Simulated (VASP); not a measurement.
These are LDA (Ceperley-Alder, Perdew-Zunger), VASP's LDA PAW potentials (set 64) (plane waves; VASP) values and carry that method's errors.

The input files of a VASP run:

KPOINTS:
```
Automatic mesh
0
Gamma
10 10 10
0 0 0
```

### INCAR
```
! general
SYSTEM   =  Bi2Se3
PREC     =  Accurate
ENCUT    =  520
LREAL    =  F
LASPH    =  T

! electronic loop
EDIFF    =  1E-7
NELM     =  100
ALGO     =  Normal
LMAXMIX  =  4

! smearing
ISMEAR   =  -5

! ions
ISIF     =  2

! output
LWAVE    =  F
LCHARG   =  T
LORBIT   =  11
NEDOS    =  601

! other
LEFG     =  T
```

### POSCAR
```
Bi2Se3
1
    9.3708785102    -2.0548195472    -0.0225018051
    9.3708785102     2.0548195472    -0.0225018051
    8.9287835858     0.0000000000     3.5089855173
Bi Se
2 3
Direct
  0.4012259321   0.4012259321   0.4012259321
  0.5987740679   0.5987740679   0.5987740679
  0.0000000000   0.0000000000   0.0000000000
  0.2093747430   0.2093747430   0.2093747430
  0.7906252570   0.7906252570   0.7906252570
```

POTCAR, in this order: Bi_d Se (LDA.64 set). Program: vasp_std.

Output of the run:

OSZICAR:
```
       N       E                     dE             d eps       ncg     rms          rms(c)
DAV:   1     0.476784076248E+03    0.47678E+03   -0.23289E+04  6496   0.179E+03
DAV:   2     0.354698202764E+02   -0.44131E+03   -0.43007E+03  6792   0.454E+02
DAV:   3    -0.213451827871E+02   -0.56815E+02   -0.54152E+02  8508   0.166E+02
DAV:   4    -0.240556380491E+02   -0.27105E+01   -0.26711E+01  7488   0.356E+01
DAV:   5    -0.241765432373E+02   -0.12091E+00   -0.12056E+00  9152   0.770E+00    0.546E+00
DAV:   6    -0.234401795939E+02    0.73636E+00   -0.18943E+00  8032   0.813E+00    0.357E+00
DAV:   7    -0.234306703462E+02    0.95092E-02   -0.38045E-01  7276   0.281E+00    0.173E+00
DAV:   8    -0.234295197167E+02    0.11506E-02   -0.65444E-02  9136   0.133E+00    0.495E-01
DAV:   9    -0.234271815006E+02    0.23382E-02   -0.10741E-02  8348   0.602E-01    0.133E-01
DAV:  10    -0.234271795416E+02    0.19590E-05   -0.25822E-03  7488   0.261E-01    0.472E-02
DAV:  11    -0.234272051493E+02   -0.25608E-04   -0.48828E-04  8484   0.112E-01    0.328E-02
DAV:  12    -0.234272055706E+02   -0.42124E-06   -0.57494E-05  8388   0.513E-02    0.165E-02
DAV:  13    -0.234272047574E+02    0.81318E-06   -0.19675E-05  8164   0.371E-02    0.772E-03
DAV:  14    -0.234272041318E+02    0.62560E-06   -0.24833E-06  8032   0.106E-02    0.155E-03
DAV:  15    -0.234272042114E+02   -0.79644E-07   -0.78599E-07  6884   0.421E-03
   1 F= -.23427204E+02 E0= -.23427204E+02  d E =0.000000E+00
```

OUTCAR:
```
------------------------ aborting loop because EDIFF is reached ----------------------------------------
  FORCE on cell =-STRESS in cart. coord.  units (eV):
  Direction    XX          YY          ZZ          XY          YZ          ZX
  --------------------------------------------------------------------------------------
  Total        0.1158016      0.0251845      0.0266046      0.0000000      0.0000000      0.0113441
  in kB        1.3646274      0.2967785      0.3135135      0.0000000      0.0000000      0.1336804
  external PRESSURE =       0.6583065 kB  Pullay stress =       0.0000000 kB
  volume of cell :      135.96
      direct lattice vectors                 reciprocal lattice vectors
     9.370878510 -2.054819547 -0.022501805     0.053032755 -0.243330370 -0.134944414
     9.370878510  2.054819547 -0.022501805     0.053032755  0.243330370 -0.134944414
     8.928783586  0.000000000  3.508985517     0.000680158  0.000000000  0.283251957
 POSITION                                       TOTAL-FORCE (eV/Angst)
 -----------------------------------------------------------------------------------
     11.10214      0.00000      1.38984         0.009061      0.000000      0.001134
     16.56840      0.00000      2.07414        -0.009061      0.000000     -0.001134
      0.00000      0.00000      0.00000         0.000000      0.000000      0.000000
      5.79351      0.00000      0.72527        -0.014185      0.000000     -0.001776
     21.87703      0.00000      2.73871         0.014185      0.000000      0.001776
 -----------------------------------------------------------------------------------
    total drift:                                0.000000      0.000000      0.000000
  FREE ENERGIE OF THE ION-ELECTRON SYSTEM (eV)
  ---------------------------------------------------
  free  energy   TOTEN  =       -23.4272042114 eV

  energy  without entropy=      -23.4272042114  energy(sigma->0) =      -23.42720421

 total charge

# of ion       s       p       d       tot
------------------------------------------
    1        1.618   1.104   9.963  12.685
    2        1.618   1.104   9.963  12.685
    3        1.480   2.323   0.024   3.827
    4        1.499   2.256   0.026   3.781
    5        1.499   2.256   0.026   3.781
--------------------------------------------------
tot          7.713   9.042  20.002  36.758

 Electric field gradients after diagonalization (V/A^2)
 (convention: |V_zz| > |V_xx| > |V_yy|)
----------------------------------------------------------------------
 ion       V_xx      V_yy      V_zz     asymmetry (V_yy - V_xx)/ V_zz
----------------------------------------------------------------------
   1      -4.232    -4.231     8.463       0.000
   2      -4.232    -4.231     8.463       0.000
   3     -32.435   -32.435    64.870       0.000
   4       3.118     3.118    -6.236       0.000
   5       3.118     3.118    -6.236       0.000
```
(Selected blocks of OUTCAR.)

The compound is Bi2Se3 in the tetradymite structure. It was relaxed first.
